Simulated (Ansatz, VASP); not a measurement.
# Two plane-wave programs on Ga3Cl

```
Ga Cl
1.0
     0.00000    4.10311    0.00000
     4.10311    0.00000    0.00000
     2.05156    2.05156   -5.47856
Ga Cl
3 1
Direct
  0.50000 0.50000 0.00000
  0.75000 0.25000 0.50000
  0.25000 0.75000 0.50000
  0.00000 0.00000 0.00000
```

Alike in both runs: functional PBE; k mesh 5 × 5 × 5; no spin polarisation.

Ansatz relaxed the structure, and its values are those at the end. VASP's run is a single point on that final structure, the one shown.

|  | VASP | Ansatz |
| --- | --- | --- |
| version | VASP 6.6.1 | Ansatz 0.2.0 |
| potentials or method | VASP PAW PBE potentials, release 64 (Ga_d, Cl) | PAW plane waves |
| plane-wave cutoff (eV) | 520 | 420 |
| occupations | methfessel-paxton of order 1, width 0.2427 eV | cold, width 0.2427 eV |
| valence electrons in the cell | 46 | 46 |

```tsv
	VASP	Ansatz	Ansatz less VASP
gap on the k mesh at the Fermi level (eV)	none	none	-
pressure (GPa)	0.0	0.0	-0.01
```

A gap of «none» marks a metal or a gap that the smearing closes.
